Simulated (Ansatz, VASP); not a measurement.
**BeSb: VASP beside Ansatz**

File POSCAR:

```
BeSb
1.0
    3.8791000000      0.0000000000      0.0000000000
   -1.9395500000      3.3594000000      0.0000000000
    0.0000000000      0.0000000000      3.0375500000
Be Sb
1 1
Direct
    0.0000000000      0.0000000000      0.0000000000
    0.3333300000      0.6666700000      0.5000000000
```

File INCAR.step1:

```
SYSTEM = BeSb
PREC = Accurate ; ENCUT = 520
EDIFF = 1E-5 ; ISMEAR = -1
SIGMA = 0.05 ; LREAL = .FALSE.
LASPH = .TRUE. ; NELM = 100
ALGO = Normal ; ISIF = 2
LWAVE = .TRUE. ; LCHARG = .FALSE.
NBANDS = 10 ; GGA = PE
```

Contents of INCAR.step2:

```
SYSTEM = BeSb
PREC = Accurate ; ENCUT = 520
EDIFF = 1E-6 ; ISMEAR = -1
SIGMA = 0.05 ; LREAL = .FALSE.
LASPH = .TRUE. ; NELM = 100
ALGO = Normal ; ISIF = 2
LWAVE = .FALSE. ; LCHARG = .FALSE.
GGA = PE ; LHFCALC = .TRUE.
HFSCREEN = 0.2 ; AEXX = 0.1
PRECFOCK = Fast ; NBANDS = 10
ISTART = 1
```

The input KPOINTS:

```
regular mesh
0
G
  4 4 5
  0 0 0
```

input.yaml

```yaml
crystal:
  lattice:
    - [3.8791, 0.0, 0.0]
    - [-1.93955, 3.3594, 0.0]
    - [0.0, 0.0, 3.03755]
  atoms:
    - { symbol: Be, position: [0.0, 0.0, 0.0] }
    - { symbol: Sb, position: [0.33333, 0.66667, 0.5] }
hamiltonian:
  xc: { exchange: pbe, correlation: pbe, exx: { coeff: 0.1, omega: 0.2 } }
  pseudopotentials: { kind: paw }
kpoints:
  mp_grid: { grid: [4, 4, 5] }
scf:
  occupations: { method: fermi_dirac, width: 0.05 }
output:
  forces: true
  stress: true
  eigenvalues: true
  write_density: true
  write_potential: true
  elf: true
  volumetric_format: npy
```

The cell was built by a generator and needn't be a form met in nature.

Alike in both runs: task single point; functional HSE(alpha, omega); k mesh 4 × 4 × 5; occupations fermi-dirac, width 0.05 eV; no spin polarisation.

```csv
,VASP,Ansatz
version,VASP 6.6.1,Ansatz 0.2.0
potentials or method,"VASP PAW PBE potentials, release 64 (Be, Sb)",Ansatz PAW
plane-wave cutoff (eV),520,420
valence electrons in the cell,7,17
```

|  | VASP | Ansatz | Ansatz less VASP |
| --- | --- | --- | --- |
| gap on the k mesh at the Fermi level (eV) | none | none | - |
| pressure (GPa) | -1.1 | -1.0 | +0.12 |
| largest component of the traceless stress (GPa) | 1.39 | 1.42 | +0.027 |

A gap of «none» marks a metal or a gap that the smearing closes. The two sets of potentials don't hold the same shells in valence.

Caveats: the k mesh is coarse (spacing up to 0.47 Å⁻¹), so the values aren't converged, least of all with exact exchange; the PAW data sets were made with another functional, which shifts forces and pressure a little (VASP); the PAW data sets come from PBE, with cores solved anew for the run's functional, which leaves a small shift of forces and pressure (Ansatz); the thresholds are loose for stress (Ansatz). The runs have no spin-orbit coupling, so splittings on Sb are missing.
